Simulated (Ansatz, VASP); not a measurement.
## Two plane-wave programs on Mg3SbAs

```
CELL_PARAMETERS angstrom
5.84000 0.00000 0.00000
0.00000 5.84000 0.00000
0.00000 0.00000 5.84000
ATOMIC_POSITIONS crystal
As 0.00000 0.00000 0.00000
Sb 0.50000 0.50000 0.50000
Mg 0.50000 0.50000 0.00000
Mg 0.50000 0.00000 0.50000
Mg 0.00000 0.50000 0.50000
```

The cell comes from a database or a generator and needn't be the stable form of this composition.

Alike in both runs: task single point; functional LDA; k mesh 4 × 4 × 4; occupations gaussian, width 0.05 eV; no spin polarisation.

```csv
,VASP,Ansatz
version,VASP 6.6.1,Ansatz 0.2.0
potentials or method,"VASP PAW LDA potentials, release 64 (As, Sb, Mg)","scalar-relativistic, plane waves, PAW"
plane-wave cutoff (eV),520,420
valence electrons in the cell,16,60
```

```tsv
	VASP	Ansatz	Ansatz less VASP
gap on the k mesh at the Fermi level (eV)	none	none	-
pressure (GPa)	-6.3	-6.2	+0.05
```

A gap of «none» marks a metal or a gap that the smearing closes. The two sets of potentials don't hold the same shells in valence.

The runs have no spin-orbit coupling, so splittings on Sb are missing.
